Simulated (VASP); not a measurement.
# TiC (Fm-3m) under biaxial strain in the (001) plane

Wanted: the elastic response of TiC to biaxial strain in the (001) plane, with a fit that predicts a row left out.

Main program and level: VASP 6.6.1; PBEsol; plane waves and PAW (Ti_sv, C), in the first sound run; inputs show where later runs differ.

## Step 1: The structure

Symmetry: Fm-3m, No. 225, cubic system. The conventional cell has a = 4.330 Å, b = 4.330 Å, c = 4.330 Å, α = 90.00°, β = 90.00°, γ = 90.00°. Nearest to Ti lie 6 C at 2.17 Å. Nearest to C lie 6 Ti at 2.17 Å. Farther neighbours are not listed.

Structure file:

```cif
data_structure
_symmetry_space_group_name_H-M 'Fm-3m'
_symmetry_Int_Tables_number 225
_cell_length_a 4.3300
_cell_length_b 4.3300
_cell_length_c 4.3300
_cell_angle_alpha 90.000
_cell_angle_beta 90.000
_cell_angle_gamma 90.000
_cell_volume 81.18
loop_
_atom_site_label
_atom_site_type_symbol
_atom_site_symmetry_multiplicity
_atom_site_Wyckoff_symbol
_atom_site_fract_x
_atom_site_fract_y
_atom_site_fract_z
_atom_site_occupancy
Ti1 Ti 4 a 0.00000 0.00000 0.00000 1
C1 C 4 b 0.50000 0.00000 0.00000 1
```

## Step 2: Relax the crystal, PBEsol

The series starts from the cell that this level prefers, so that zero strain is near zero stress.

This step took 2 runs in a row; the last is shown.

Level: PBEsol; plane waves and PAW (Ti_sv, C).

The input, INCAR:

```
SYSTEM = TiC
PREC = Accurate
ENCUT = 600
EDIFF = 1E-07
NELM = 120
ISMEAR = 1
SIGMA = 0.15
LREAL = .FALSE.
ALGO = Normal
GGA = PS
NBANDS = 14
LASPH = .TRUE.
LORBIT = 11
LWAVE = .FALSE.
LCHARG = .FALSE.
KPAR = 8
IBRION = 2
NSW = 40
ISIF = 3
EDIFFG = -0.005
POTIM = 0.4
```

The input, POSCAR:

```
TiC
1.0
    0.0000000000      2.1470886977      2.1470886977
    2.1470886977      0.0000000000      2.1470886977
    2.1470886977      2.1470886977      0.0000000000
Ti C
1 1
Direct
    0.0000000000      0.0000000000      0.0000000000
    0.5000000000      0.5000000000      0.5000000000
```

The input, KPOINTS:

```
Automatic mesh
0
Gamma
20 20 20
0 0 0
```

The projector-augmented-wave data sets are Ti_sv and C (PBE family, release 64).

Run with:

```bash
> mpirun -np 8 vasp_std
```

The program printed:

```text
[banner, memory and clock lines left out]
running    8 mpi-ranks, on    1 nodes
[...]
|                                                                             |
|           W    W    AA    RRRRR   N    N  II  N    N   GGGG   !!!           |
|           W    W   A  A   R    R  NN   N  II  NN   N  G    G  !!!           |
|           W    W  A    A  R    R  N N  N  II  N N  N  G       !!!           |
|           W WW W  AAAAAA  RRRRR   N  N N  II  N  N N  G  GGG   !            |
|           WW  WW  A    A  R   R   N   NN  II  N   NN  G    G                |
|           W    W  A    A  R    R  N    N  II  N    N   GGGG   !!!           |
|                                                                             |
|     For optimal performance we recommend to set                             |
|       NCORE = 2 up to number-of-cores-per-socket                            |
|     NCORE specifies how many cores store one orbital (NPAR=cpu/NCORE).      |
|     This setting can greatly improve the performance of VASP for DFT.       |
[...]
|     You enforced a specific xc type in the INCAR file but a different       |
|     [... a line on the potential file left out ...]
|     I HOPE YOU KNOW WHAT YOU ARE DOING!                                     |
|                                                                             |

 LDA part: xc-table for (Slater+PW92), standard interpolation
 POSCAR, INCAR and KPOINTS ok, starting setup
[...]
entering main loop
       N       E                     dE             d eps       ncg     rms          rms(c)
DAV:   1     0.128758397856E+03    0.12876E+03   -0.89206E+03  7168   0.152E+03
DAV:   2    -0.161525327652E+02   -0.14491E+03   -0.13664E+03  7618   0.373E+02
DAV:   3    -0.247793462358E+02   -0.86268E+01   -0.83980E+01  9460   0.877E+01
DAV:   4    -0.251529872345E+02   -0.37364E+00   -0.37326E+00  8992   0.165E+01
[...]
DAV:  14    -0.198028185803E+02    0.54550E-06   -0.46293E-07  8934   0.840E-03    0.229E-03
DAV:  15    -0.198028184677E+02    0.11256E-06   -0.81612E-08  6444   0.475E-03    0.114E-03
DAV:  16    -0.198028184564E+02    0.11355E-07   -0.65489E-08  4194   0.303E-03
   1 F= -.19802818E+02 E0= -.19802883E+02  d E =-.198028E+02
[...]
reached required accuracy - stopping structural energy minimisation
```

Wall time 9.4 s (8 MPI ranks of Intel Xeon 6975P-C (Granite Rapids), shared host); peak memory 1.6 GiB; 58 s of CPU time.

Lines that name or quote the potential files are left out of all logs, and their timing lines are given in words.

Parts of OUTCAR (step 2):

```text
  Total       -0.0007929     -0.0007929     -0.0007929     -0.0000000     -0.0000000     -0.0000000
  in kB       -0.0641755     -0.0641755     -0.0641755     -0.0000000     -0.0000000     -0.0000000
  external PRESSURE =      -0.0641755 kB  Pullay stress =       0.0000000 kB

 POSITION                                       TOTAL-FORCE (eV/Angst)
 -----------------------------------------------------------------------------------
      0.00000      0.00000      0.00000         0.000000      0.000000     -0.000000
      2.14709      2.14709      2.14709        -0.000000     -0.000000      0.000000
 -----------------------------------------------------------------------------------
    total drift:                                0.000000     -0.000000     -0.000000

  FREE ENERGIE OF THE ION-ELECTRON SYSTEM (eV)
  ---------------------------------------------------
  free  energy   TOTEN  =       -19.8028184564 eV

  energy  without entropy=      -19.8030115352  energy(sigma->0) =      -19.80288282

 reached required accuracy - stopping structural energy minimisation

[... 3 further parts left out ...]
[key lines of the parts left out:]
E-fermi :   9.6147
```

Read from the output:

| Property | Result |
| --- | --- |
| energy(sigma→0) of the program | -19.8029 eV |
| stress, compression positive | xx, yy, zz -0.01, -0.01, -0.01 GPa |
| volume | 19.796 Å³ |
| ionic steps | 1 |

## Step 3: Strain along the normal, PBEsol

One member in full: the plane is strained by -1.5 %, and the strain along the normal is moved by secant steps until the normal stress is under 0.012 GPa or five steps are spent; the atoms relax at each step.

This step took 3 runs, each at a new trial strain with the atoms of the one before; the last is shown.

Level: PBEsol; plane waves and PAW (Ti_sv, C); cell typed or built by script.

INCAR, as its differences from that of step 2:

```diff
@@ -15,7 +15,7 @@
 LCHARG = .FALSE.
-KPAR = 8
-IBRION = 2
-NSW = 40
-ISIF = 3
-EDIFFG = -0.005
-POTIM = 0.4
+KPAR = 2
+IBRION = 1
+NSW = 25
+ISIF = 2
+EDIFFG = -0.004
+POTIM = 0.3
```

The input, POSCAR:

```
TiC
1.0
    0.0000000000      2.1148823670      2.1616586190
    2.1148823670      0.0000000000      2.1616586190
    2.1148823670      2.1148823670      0.0000000000
Ti C
1 1
Direct
    0.0000000000      0.0000000000      0.0000000000
    0.5000000000      0.5000000000      0.5000000000
```

KPOINTS is that of step 2.

Run with:

```bash
> mpirun -np 2 vasp_std
```

The program printed:

```text
[banner, memory and clock lines left out]
running    2 mpi-ranks, on    1 nodes
[...]
[... a notice as in an earlier step ...]

 LDA part: xc-table for (Slater+PW92), standard interpolation
 POSCAR, INCAR and KPOINTS ok, starting setup
[...]
entering main loop
       N       E                     dE             d eps       ncg     rms          rms(c)
DAV:   1     0.127888867962E+03    0.12789E+03   -0.89126E+03 17970   0.153E+03
DAV:   2    -0.162321174609E+02   -0.14412E+03   -0.13570E+03 18968   0.374E+02
DAV:   3    -0.247207084887E+02   -0.84886E+01   -0.82837E+01 23844   0.871E+01
DAV:   4    -0.250697815478E+02   -0.34907E+00   -0.34872E+00 22334   0.160E+01
[...]
DAV:  12    -0.197840241795E+02    0.27740E-04   -0.31573E-04 20192   0.245E-01    0.139E-02
DAV:  13    -0.197840187585E+02    0.54209E-05   -0.15068E-05 25636   0.526E-02    0.431E-03
DAV:  14    -0.197840186793E+02    0.79265E-07   -0.55031E-07 22778   0.116E-02
   1 F= -.19784019E+02 E0= -.19784014E+02  d E =-.197840E+02
 BRION: g(F)=  0.273E-59 g(S)=  0.000E+00
 reached required accuracy - stopping structural energy minimisation
```

The job ended after 54 s (2 MPI ranks; peak memory 0.6 GiB; 90 s of CPU time).

Parts of OUTCAR (step 3):

```text
  Total        1.2291755      1.2291755      0.0000146      0.0000000     -0.0000000      0.0000000
  in kB      101.8438801    101.8438801      0.0012108      0.0000000     -0.0000000      0.0000000
  external PRESSURE =      67.8963237 kB  Pullay stress =       0.0000000 kB

 POSITION                                       TOTAL-FORCE (eV/Angst)
 -----------------------------------------------------------------------------------
      0.00000      0.00000      0.00000        -0.000000     -0.000000     -0.000000
      2.11488      2.11488      2.16166         0.000000      0.000000      0.000000
 -----------------------------------------------------------------------------------
    total drift:                                0.000000     -0.000000     -0.000000

  FREE ENERGIE OF THE ION-ELECTRON SYSTEM (eV)
  ---------------------------------------------------
  free  energy   TOTEN  =       -19.7840186793 eV

  energy  without entropy=      -19.7840042757  energy(sigma->0) =      -19.78401388

[... 1 part as in an earlier step ...]

[... 3 further parts left out ...]
[key lines of the parts left out:]
E-fermi :   9.9011
```

Numbers from this step:

* energy(sigma→0) of the program: -19.7840 eV
* stress, compression positive: xx, yy, zz 10.18, 10.18, 0.00 GPa
* ionic steps: 1

## Step 4: The whole series

The other members went through these steps as far as the tables show, with the same cutoff and, step by step, the same mesh; 25 runs are not shown. The session took 0.87 core hours (wall time by ranks) on a shared machine.

```csv
in-plane strain (%),strain along the normal (%),"in-plane stress, tension positive (GPa)","energy above the unstrained row, extrapolated to no smearing (meV/atom)"
-2.000,0.917,-13.963,16.908
-1.500,0.679,-10.184,9.434
-1.000,0.444,-6.595,4.193
-0.500,0.219,-3.212,1.081
0,0.000,0.006,0.000
0.500,-0.216,3.041,0.856
1.000,-0.427,5.909,3.548
1.500,-0.634,?,?
2.000,-0.836,11.162,14.066
```

## Step 5: Stress from the known rows

Fitting a parabola to the 8 known rows (e: strain in %) gives stress = − 0.3509 e² + 6.273 e + 0.005944 in GPa; the residuals are 0.015 GPa r.m.s.

For the withheld row, e = 1.5, the fit gives 8.626 GPa.

## Step 6: The withheld row

The calculation gives 8.617 GPa, so the prediction is 0.009 GPa too high, within twice the residual of the fit.

Slopes at zero strain, from cubics through all rows: strain ratio -0.436, stress over strain 625 GPa.

## Step 7: Outcome

```yaml
error_of_the_predicted_stress: 0.009 GPa
ratio_of_normal_to_in_plane_strain: -0.436
biaxial_modulus: 625 GPa
```

What this shows: As a check, the curvature of the energy gives 626 GPa for the same modulus (energy per volume = M × strain²), 0 % from the slope of the stress. The energy also has a linear term worth 0.16 GPa that the stress column lacks, a mark of the finite basis or of the smearing. These are static values: temperature and zero-point motion are left out. In a metal the slopes also depend on mesh and smearing, which were held through the series.

[Lines on the potential files, build, host, timing and source positions are cut from VASP's logs without a mark.]

[Logs are printed without paths, hosts, clocks, repeated set-up lines and the standing remarks that a program may print on its own settings, such as how far it seeks lower states.]

[Hosts, paths, dates, database ids (printed as entryN), source tags and the programs' standing remarks are cut or masked in the printed files.]

[In band tables of VASP the shares of atoms and orbitals are scaled to a sum of 1 inside the atoms' spheres.]
